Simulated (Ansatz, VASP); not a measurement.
# Mo2N: VASP beside Ansatz, part 2 of 2

Aim: how closely do two programs agree when they are given the same cell, functional and k mesh?

VASP 6.6.1 and Ansatz 0.2.0.

So far. Step 3 (Ansatz: single point, LDA): The run ends at a pressure of -4.33 GPa, with forces up to 0.16 eV/Å.

## (6) VASP: band structure, LDA, spin-orbit coupling

Level of this step: LDA, spin-orbit coupling, no spin polarisation; plane waves and PAW (Mo_sv, N) (VASP).

A single point gives forces, pressure and levels at one fixed geometry, so differences don't come from the geometry; what else differs is listed under the comparison.

INCAR

```
SYSTEM = Mo2N
PREC = Accurate
ENCUT = 520
EDIFF = 1E-06
NELM = 100
ISMEAR = -1
SIGMA = 0.05
LREAL = .FALSE.
ALGO = Normal
GGA = CA
LNONCOLLINEAR = .TRUE.
MAGMOM = 0 0 0 0 0 0 0 0 0 0 0 0 0 0 0 0 0 0
NBANDS = 80
GGA_COMPAT = .FALSE.
LASPH = .TRUE.
LSORBIT = .TRUE.
LMAXMIX = 4
LORBIT = 11
LWAVE = .FALSE.
LCHARG = .FALSE.
KPAR = 4
```

POSCAR

```
Mo2N
1.0
   -2.1000000000      2.1000000000      4.0000000000
    2.1000000000     -2.1000000000      4.0000000000
    2.1000000000      2.1000000000     -4.0000000000
Mo N
4 2
Direct
    0.2580000000      0.2580000000      0.0000000000
    0.0080000000      0.5080000000      0.5000000000
    0.4920000000      0.9920000000      0.5000000000
    0.7420000000      0.7420000000      0.0000000000
    0.0000000000      0.0000000000      0.0000000000
    0.7500000000      0.2500000000      0.5000000000
```

KPOINTS

```
Automatic mesh
0
Gamma
9 9 9
0 0 0
```

KPOINTS_OPT

```
Line mode
16
Line-mode
Reciprocal
  0.00000000   0.00000000   0.00000000 GAMMA
  0.00000000   0.00000000   0.50000000 X

  0.00000000   0.00000000   0.50000000 X
 -0.13781250   0.13781250   0.50000000 Y

 -0.13781250   0.13781250   0.50000000 Y
 -0.31890625   0.31890625   0.31890625 S

 -0.31890625   0.31890625   0.31890625 S
  0.00000000   0.00000000   0.00000000 GAMMA

  0.00000000   0.00000000   0.00000000 GAMMA
  0.50000000   0.50000000  -0.50000000 Z

  0.50000000   0.50000000  -0.50000000 Z
  0.31890625   0.68109375  -0.31890625 S1

  0.31890625   0.68109375  -0.31890625 S1
  0.00000000   0.50000000   0.00000000 N

  0.00000000   0.50000000   0.00000000 N
  0.25000000   0.25000000   0.25000000 P

  0.25000000   0.25000000   0.25000000 P
  0.50000000   0.50000000  -0.13781250 Y1

  0.50000000   0.50000000  -0.13781250 Y1
  0.50000000   0.50000000  -0.50000000 Z

  0.00000000   0.00000000   0.50000000 X
  0.25000000   0.25000000   0.25000000 P
```

The projector-augmented-wave data sets are Mo_sv and N (LDA family, release 64).

Launch:

```
mpirun -np 4 vasp_ncl
```

Numbers of over 12 decimals in the logs are rounded to 6 here.

Log:

```text
[... set-up lines as in an earlier step ...]
 entering main loop
       N       E                     dE             d eps       ncg     rms          rms(c)
DAV:   1     0.877768781040E+03    0.87777E+03   -0.39610E+04 12008   0.176E+03
DAV:   2    -0.221333802936E+02   -0.89990E+03   -0.87666E+03 12608   0.568E+02
DAV:   3    -0.761387153671E+02   -0.54005E+02   -0.52615E+02 16016   0.130E+02
DAV:   4    -0.774855814120E+02   -0.13469E+01   -0.13310E+01 14352   0.165E+01
[...]
DAV:  12    -0.698828636630E+02   -0.64970E-05   -0.18382E-04 13760   0.680E-02    0.257E-02
DAV:  13    -0.698828652895E+02   -0.16265E-05   -0.12925E-05 14048   0.245E-02    0.663E-03
DAV:  14    -0.698828647948E+02    0.49467E-06   -0.14696E-06 10192   0.788E-03
   1 F= -.69882865E+02 E0= -.69866171E+02  d E =-.333880E-01  mag=    -0.0000     0.0000    -0.0000
 Start KPOINTS_OPT (optional k-point list driver)
k-point batch [1-75\176]
       N       E                     dE             ncg
DAV:   1     0.205954225631E+05   -0.77528E+05    12016
DAV:   2    -0.464731307719E+05   -0.67069E+05    12600
DAV:   3    -0.501361271516E+05   -0.36630E+04    16088
DAV:   4    -0.502382395292E+05   -0.10211E+03    14344
[...]
DAV:   8    -0.502408608896E+05   -0.68706E-04    11912
DAV:   9    -0.502408608922E+05   -0.26875E-05     9280
DAV:  10    -0.502408608925E+05   -0.22942E-06     8488
[...]
k-point batch [151-176\176]
       N       E                     dE             ncg
DAV:   1     0.104045229993E+06   -0.44215E+05     4160
DAV:   2     0.807810814474E+05   -0.23264E+05     4376
DAV:   3     0.795232650465E+05   -0.12578E+04     5648
DAV:   4     0.794936716754E+05   -0.29593E+02     5048
[...]
DAV:   8     0.794928757576E+05   -0.26801E-04     4064
DAV:   9     0.794928757563E+05   -0.12455E-05     3296
DAV:  10     0.794928757562E+05   -0.10186E-06     2968
```

OUTCAR, selected parts (step 6):

```text
  Total       -1.3025183     -1.3025183     -1.1598454      0.0000000      0.0000000      0.0000000
  in kB      -29.5757550    -29.5757550    -26.3361385      0.0000000      0.0000000      0.0000000
  external PRESSURE =     -28.4958829 kB  Pullay stress =       0.0000000 kB

 POSITION                                       TOTAL-FORCE (eV/Angst)
 -----------------------------------------------------------------------------------
      0.00000      0.00000      2.06400         0.000000      0.000000      0.171621
      2.10000      0.00000      0.06400         0.000000      0.000000      0.171621
      2.10000      0.00000      3.93600        -0.000000     -0.000000     -0.171621
      0.00000      0.00000      5.93600        -0.000000     -0.000000     -0.171621
      0.00000      0.00000      0.00000         0.000000      0.000000      0.000000
     -0.00000      2.10000      2.00000         0.000000      0.000000      0.000000
 -----------------------------------------------------------------------------------
    total drift:                                0.000000     -0.000000      0.000000

  FREE ENERGIE OF THE ION-ELECTRON SYSTEM (eV)
  ---------------------------------------------------
  free  energy   TOTEN  =       -69.8828647948 eV

  energy  without entropy=      -69.8494767770  energy(sigma->0) =      -69.86617079

 magnetization (x)
# of ion       s       p       d       tot
------------------------------------------
    1        0.000  -0.000  -0.000  -0.000
    2       -0.000   0.000  -0.000  -0.000
    3        0.000  -0.000  -0.000  -0.000
    4       -0.000   0.000  -0.000  -0.000
    5       -0.000   0.000   0.000  -0.000
    6       -0.000   0.000   0.000  -0.000
--------------------------------------------------
tot         -0.000  -0.000  -0.000  -0.000

 magnetization (y)
# of ion       s       p       d       tot
------------------------------------------
    1        0.000  -0.000   0.000   0.000
    2        0.000   0.000   0.000   0.000
    3        0.000  -0.000   0.000   0.000
    4        0.000   0.000   0.000   0.000
    5        0.000   0.000   0.000   0.000
    6        0.000   0.000   0.000   0.000
--------------------------------------------------
tot          0.000  -0.000   0.000   0.000

 magnetization (z)
# of ion       s       p       d       tot
------------------------------------------
    1        0.000   0.000  -0.000  -0.000
    2        0.000  -0.000   0.000  -0.000
    3        0.000   0.000  -0.000  -0.000
    4       -0.000   0.000  -0.000  -0.000
    5        0.000   0.000   0.000   0.000
    6        0.000   0.000   0.000   0.000
--------------------------------------------------
tot         -0.000   0.000  -0.000  -0.000

[... 1 part as in an earlier step ...]

[... 2 further parts left out ...]
[key lines of the parts left out:]
E-fermi :  13.1675
```

At this level the cell is under a tension of 2.8 GPa, so at these settings it is away from equilibrium.

## (7) Ansatz: band structure, LDA, spin-orbit coupling

The same cell, functional (in two slightly different forms), mesh and smearing now go to Ansatz, which takes its cutoff from its data sets.

input.yaml

```yaml
crystal:
  lattice:
    - [-2.1, 2.1, 4.0]
    - [2.1, -2.1, 4.0]
    - [2.1, 2.1, -4.0]
  atoms:
    - { symbol: Mo, position: [0.258, 0.258, 0.0] }
    - { symbol: Mo, position: [0.008, 0.508, 0.5] }
    - { symbol: Mo, position: [0.492, 0.992, 0.5] }
    - { symbol: Mo, position: [0.742, 0.742, 0.0] }
    - { symbol: "N", position: [0.0, 0.0, 0.0] }
    - { symbol: "N", position: [0.75, 0.25, 0.5] }
hamiltonian:
  xc: lda
  pseudopotentials: { kind: paw_fr }
magnetization:
  noncollinear: true
  spin_orbit: true
kpoints:
  mp_grid: { grid: [9, 9, 9] }
  band_path:
    path:
      - [0.0, 0.0, 0.0]
      - [0.0, 0.0, 0.2]
      - [0.0, 0.0, 0.4]
      - [-0.01838, 0.01838, 0.5]
      - [-0.0735, 0.0735, 0.5]
      - [-0.12862, 0.12862, 0.5]
      - [-0.1861, 0.1861, 0.45171]
      - [-0.25854, 0.25854, 0.37927]
      - [-0.31891, 0.31891, 0.31891]
      - [-0.19134, 0.19134, 0.19134]
      - [-0.06378, 0.06378, 0.06378]
      - [0.06667, 0.06667, -0.06667]
      - [0.26667, 0.26667, -0.26667]
      - [0.46667, 0.46667, -0.46667]
      - [0.45171, 0.54829, -0.45171]
      - [0.37927, 0.62073, -0.37927]
      - [0.31891, 0.68109, -0.31891]
      - [0.19134, 0.60866, -0.19134]
      - [0.06378, 0.53622, -0.06378]
      - [0.03333, 0.46667, 0.03333]
      - [0.13333, 0.36667, 0.13333]
      - [0.23333, 0.26667, 0.23333]
      - [0.31667, 0.31667, 0.14658]
      - [0.41667, 0.41667, -0.00854]
      - [0.5, 0.5, -0.13781]
      - [0.5, 0.5, -0.28269]
      - [0.5, 0.5, -0.42756]
      - [0.03333, 0.03333, 0.46667]
      - [0.13333, 0.13333, 0.36667]
      - [0.25, 0.25, 0.25]
    npoints: 1
scf:
  occupations: { method: fermi_dirac, width: 0.05 }
  n_extra_bands: 18
output:
  forces: true
  stress: true
  eigenvalues: true
```

Launch:

```
ansatz run input.yaml --threads 4 --pin off --max-ram 9216MiB --backend cpu --events-out ev --progress --plain --runs-dir out
```

Log:

```text
[...]
non-collinear run that drives no moment, with spin-orbit: no starting moment large enough to seed its density (crystal.atoms[].spin), no starting occupations that ask for one, no magnetisation constraint and no magnetic field, so the semilocal B_xc is pinned to zero
Crystal: 6 atoms, lattice volume = 70.560 Å³
Basis set: ecut = 420 eV, 1345 PW (Γ)
[...]
k-point 1: bands = [... 62 lower, 20.2060, 20.2060, 20.5316, 20.5316, 20.5643, 20.5643, 21.8599, 21.8599, ... 14 higher]
  k-point 2: bands = [... 62 lower, 19.7990, 19.7990, 20.8578, 20.8578, 21.2235, 21.2235, 21.3358, 21.3358, ... 14 higher]
  k-point 74: bands = [... 62 lower, 21.2173, 21.2173, 21.2753, 21.2753, 21.2846, 21.2846, 22.0274, 22.0274, ... 14 higher]
[key lines of the parts left out:]
SCF converged after 8 iterations
Magnetization: |M| = 0.0000 μB,  M = (+0.0000, +0.0000, +0.0000) μB
Free energy (F): -20126.398798 eV
Fermi energy:    21.182141 eV
P = ⅓ Tr σ = -4.2719 GPa (-42.719 kbar)
```

Wall time 36 s (4 threads of Arm Neoverse V1, shared host); peak memory 1.1 GiB; 2.4 min of CPU time.

## (8) Side by side

What differs besides the data sets and the points named for the pairs above, as far as they apply: spin-orbit coupling enters by fully relativistic files in Ansatz and inside the spheres in VASP. Total energies have different zeros and are not compared.

Both answers:

```csv
quantity,Ansatz,VASP,difference
pressure (GPa),-4.27,-2.85,-1.42
pressure without Ansatz's Pulay correction (GPa),-4.60,-2.85,-1.75
```

Forces (eV/Å; atoms numbered as in POSCAR):

```csv
atom,"Ansatz x, y, z","VASP x, y, z"
Mo1,"0.000, 0.000, 0.139","0.000, 0.000, 0.172"
Mo2,"0.000, 0.000, 0.139","0.000, 0.000, 0.172"
Mo3,"0.000, 0.000, -0.139","0.000, 0.000, -0.172"
Mo4,"0.000, 0.000, -0.139","0.000, 0.000, -0.172"
N5,"0.000, 0.000, 0.000","0.000, 0.000, 0.000"
N6,"0.000, 0.000, 0.000","0.000, 0.000, 0.000"
```

The forces differ by 16 meV/Å r.m.s., which is 19.3 % of the r.m.s. force of 0.08 eV/Å (both taken over all components). Levels from 3 eV below to 2 eV above the Fermi level differ by 5 meV r.m.s. and 25 meV at most; each VASP level is matched to the nearest of Ansatz, which flatters the figure a little. Ansatz's pressure holds a Pulay correction of 0.33 GPa; VASP's holds none.

## (9) Further runs

Further runs change the set-up of one program: Ansatz's method, potentials or start, or VASP's data sets, cutoff or form of LDA. The table gives Ansatz less VASP for each quantity, since a change that brings one quantity closer may part another.

```csv
run,r.m.s. force difference (meV/Å),pressure (GPa),pressure without Ansatz's Pulay correction (GPa)
as above,16,-1.4,-1.8
cores kept as stored,12,-1.2,-1.6
Ansatz's larger PAW set (cutoff 900 eV),15,-1.3,-1.5
```

## (10) VASP: single point, LDA, spin-orbit coupling

A single point gives forces, pressure and levels at one fixed geometry, so differences don't come from the geometry; what else differs is listed under the comparison.

Edit INCAR of step 6 so:

```diff
@@ -5,3 +5,3 @@
 NELM = 100
-ISMEAR = -1
+ISMEAR = -5
 SIGMA = 0.05
@@ -21 +21,2 @@
 KPAR = 4
+NEDOS = 2001
```

POSCAR is that of step 6.

KPOINTS is that of step 6.

Launch:

```
mpirun -np 4 vasp_ncl
```

Log:

```text
[... set-up lines as in an earlier step ...]
 entering main loop
       N       E                     dE             d eps       ncg     rms          rms(c)
DAV:   1     0.877779150408E+03    0.87778E+03   -0.39610E+04 12008   0.176E+03
DAV:   2    -0.221189822034E+02   -0.89990E+03   -0.87677E+03 12608   0.568E+02
DAV:   3    -0.761234636384E+02   -0.54004E+02   -0.52625E+02 16016   0.130E+02
DAV:   4    -0.774705753842E+02   -0.13471E+01   -0.13302E+01 14352   0.165E+01
[...]
DAV:  13    -0.698661557601E+02   -0.81114E-05   -0.13139E-05 14056   0.247E-02    0.659E-03
DAV:  14    -0.698661527113E+02    0.30489E-05   -0.15003E-06 10208   0.795E-03    0.244E-03
DAV:  15    -0.698661519007E+02    0.81053E-06   -0.46945E-07  7656   0.360E-03
   1 F= -.69866152E+02 E0= -.69866152E+02  d E =0.000000E+00  mag=     0.0000     0.0000    -0.0000
 -----------------------------------------------------------------------------
|                                                                             |
|           W    W    AA    RRRRR   N    N  II  N    N   GGGG   !!!           |
|           W    W   A  A   R    R  NN   N  II  NN   N  G    G  !!!           |
|           W    W  A    A  R    R  N N  N  II  N N  N  G       !!!           |
|           W WW W  AAAAAA  RRRRR   N  N N  II  N  N N  G  GGG   !            |
|           WW  WW  A    A  R   R   N   NN  II  N   NN  G    G                |
|           W    W  A    A  R    R  N    N  II  N    N   GGGG   !!!           |
|                                                                             |
|     Tetrahedron method does not include variations of the Fermi             |
|     occupations, so forces and stress will be inaccurate. We suggest        |
|     using a different smearing scheme ISMEAR = 1 or 2 for metals in         |
|     relaxations.                                                            |
|                                                                             |
 -----------------------------------------------------------------------------
```

Parts of OUTCAR (step 10):

```text
  Total       -1.2738834     -1.2738834     -1.2700762      0.0000000      0.0000000      0.0000000
  in kB      -28.9255536    -28.9255536    -28.8391056      0.0000000      0.0000000      0.0000000
  external PRESSURE =     -28.8967376 kB  Pullay stress =       0.0000000 kB

 POSITION                                       TOTAL-FORCE (eV/Angst)
 -----------------------------------------------------------------------------------
      0.00000      0.00000      2.06400         0.000000     -0.000000      0.171011
      2.10000      0.00000      0.06400        -0.000000      0.000000      0.171011
      2.10000      0.00000      3.93600        -0.000000      0.000000     -0.171011
      0.00000      0.00000      5.93600         0.000000     -0.000000     -0.171011
      0.00000      0.00000      0.00000        -0.000000     -0.000000     -0.000000
     -0.00000      2.10000      2.00000        -0.000000     -0.000000     -0.000000
 -----------------------------------------------------------------------------------
    total drift:                                0.000000     -0.000000      0.000000

  FREE ENERGIE OF THE ION-ELECTRON SYSTEM (eV)
  ---------------------------------------------------
  free  energy   TOTEN  =       -69.8661519007 eV

  energy  without entropy=      -69.8661519007  energy(sigma->0) =      -69.86615190

 magnetization (x)
# of ion       s       p       d       tot
------------------------------------------
    1        0.000  -0.000  -0.000  -0.000
    2       -0.000  -0.000  -0.000  -0.000
    3        0.000  -0.000  -0.000  -0.000
    4       -0.000  -0.000  -0.000  -0.000
    5        0.000  -0.000   0.000  -0.000
    6        0.000  -0.000   0.000  -0.000
--------------------------------------------------
tot          0.000  -0.000  -0.000  -0.000

 magnetization (y)
# of ion       s       p       d       tot
------------------------------------------
    1        0.000   0.000   0.000   0.000
    2       -0.000   0.000   0.000   0.000
    3        0.000   0.000   0.000   0.000
    4        0.000   0.000   0.000   0.000
    5       -0.000   0.000   0.000  -0.000
    6       -0.000   0.000   0.000  -0.000
--------------------------------------------------
tot         -0.000   0.000   0.000   0.000

 magnetization (z)
# of ion       s       p       d       tot
------------------------------------------
    1       -0.000   0.000   0.000   0.000
    2        0.000  -0.000   0.000   0.000
    3        0.000   0.000   0.000   0.000
    4       -0.000  -0.000   0.000   0.000
    5        0.000   0.000   0.000   0.000
    6       -0.000   0.000   0.000  -0.000
--------------------------------------------------
tot          0.000   0.000   0.000   0.000

[... 2 parts as in an earlier step ...]

[... 1 further part left out ...]
[key lines of the parts left out:]
E-fermi :  13.1646
```

With tetrahedra the forces and stress of a metal are not exact derivatives of the energy.

## (11) Ansatz: single point, LDA, spin-orbit coupling

The same cell, functional (in two slightly different forms), mesh and smearing now go to Ansatz, which takes its cutoff from its data sets.

input.yaml, the sections that differ from step 7:

```yaml
kpoints:
  mp_grid: { grid: [9, 9, 9] }
scf:
  occupations: { method: tetrahedron }
output:
  forces: true
  stress: true
# crystal, hamiltonian, magnetization: as in step 7
```

Launch:

```
ansatz run input.yaml --threads 4 --pin off --max-ram 9216MiB --backend cpu --events-out ev --progress --plain --runs-dir out
```

Log:

```text
Warning: output.forces, output.stress, relax.cell or npt_langevin: where a Kohn–Sham band that disperses or a degenerate level is filled in part under the method tetrahedron, the forces or the stress that this run publishes need not agree with its energy (scf.occupations.method in the input reference, under Limitations); prefer a smearing scheme for the forces or the stress
[...]
k-point 1: bands = [... 62 lower, 20.2053, 20.2053, 20.5307, 20.5307, 20.5635, 20.5635, 21.8590, 21.8590, ... 10 higher]
  k-point 2: bands = [... 62 lower, 19.7987, 19.7987, 20.8574, 20.8574, 21.2240, 21.2240, 21.3353, 21.3353, ... 10 higher]
  k-point 74: bands = [... 62 lower, 21.2174, 21.2174, 21.2749, 21.2749, 21.2850, 21.2850, 22.0270, 22.0270, ... 10 higher]
[key lines of the parts left out:]
SCF converged after 8 iterations
Magnetization: |M| = 0.0000 μB,  M = (+0.0000, +0.0000, +0.0000) μB
Free energy (F): -20126.381843 eV
Fermi energy:    21.178657 eV
P = ⅓ Tr σ = -4.3019 GPa (-43.019 kbar)
```

Elapsed: 19 s, on 4 threads; peak memory 1 GiB; 76 s of CPU time.

The run ends at a pressure of -4.30 GPa, with forces up to 0.13 eV/Å.

## (12) Differences

Both answers:

```csv
quantity,Ansatz,VASP,difference
pressure (GPa),-4.30,-2.89,-1.41
pressure without Ansatz's Pulay correction (GPa),-4.63,-2.89,-1.74
```

Forces (eV/Å; atoms numbered as in POSCAR):

```csv
atom,"Ansatz x, y, z","VASP x, y, z"
Mo1,"0.000, 0.000, 0.133","0.000, 0.000, 0.171"
Mo2,"0.000, 0.000, 0.133","0.000, 0.000, 0.171"
Mo3,"0.000, 0.000, -0.133","0.000, 0.000, -0.171"
Mo4,"0.000, 0.000, -0.133","0.000, 0.000, -0.171"
N5,"0.000, 0.000, 0.000","0.000, 0.000, 0.000"
N6,"0.000, 0.000, 0.000","0.000, 0.000, 0.000"
```

The forces differ by 18 meV/Å r.m.s., which is 22.0 % of the r.m.s. force of 0.08 eV/Å (both taken over all components). Ansatz's pressure holds a Pulay correction of 0.33 GPa; VASP's holds none.

## (13) Other set-ups

Further runs change the set-up of one program: Ansatz's method, potentials or start, or VASP's data sets, cutoff or form of LDA. The table gives Ansatz less VASP for each quantity, since a change that brings one quantity closer may part another.

```csv
run,r.m.s. force difference (meV/Å),pressure (GPa),pressure without Ansatz's Pulay correction (GPa)
as above,18,-1.4,-1.7
cores kept as stored,14,-1.2,-1.6
Ansatz's larger PAW set (cutoff 900 eV),17,-1.3,-1.5
```

## (14) Outcome

```yaml
r_m_s_force_difference_single_point_lda: 15 meV/Å
difference_in_pressure_single_point_lda: -1.4 GPa
r_m_s_force_difference_band_structure_lda_spin_orbit_coupling: 16 meV/Å
difference_in_pressure_band_structure_lda_spin_orbit_coupling: -1.4 GPa
r_m_s_force_difference_single_point_lda_spin_orbit_coupling: 18 meV/Å
difference_in_pressure_single_point_lda_spin_orbit_coupling: -1.4 GPa
```

**Reading.** The r.m.s. force difference is 18 meV/Å (single point, LDA, spin-orbit coupling), beyond the 12 meV/Å picked in this series as the mark of a large difference. By the marks of this series, far apart in the single point, LDA pair: the r.m.s. force difference, 15 meV/Å and the difference in pressure, -1.4 GPa. Single point, LDA, norm-conserving potentials (cutoff 1143 eV): the difference in pressure goes from -1.4 to -0.74 GPa. By the marks of this series, far apart in the band structure, LDA, spin-orbit coupling pair: the r.m.s. force difference, 16 meV/Å and the difference in pressure, -1.4 GPa. For band structure, LDA, spin-orbit coupling, no further run moves any of the tabulated differences by more than a quarter of its size. By the marks of this series, far apart in the single point, LDA, spin-orbit coupling pair: the r.m.s. force difference, 18 meV/Å and the difference in pressure, -1.4 GPa. 8 further runs of this series are not shown here. Such differences can come from data sets, numerical settings and the points named under the comparisons, not from the functional's error against experiment.

[Lines on the potential files, build, host, timing and source positions are cut from VASP's logs without a mark.]

[Logs are printed without paths, hosts, clocks, repeated set-up lines and the standing remarks that a program may print on its own settings, such as how far it seeks lower states.]

[Hosts, paths, dates, database ids (printed as entryN), source tags and the programs' standing remarks are cut or masked in the printed files.]
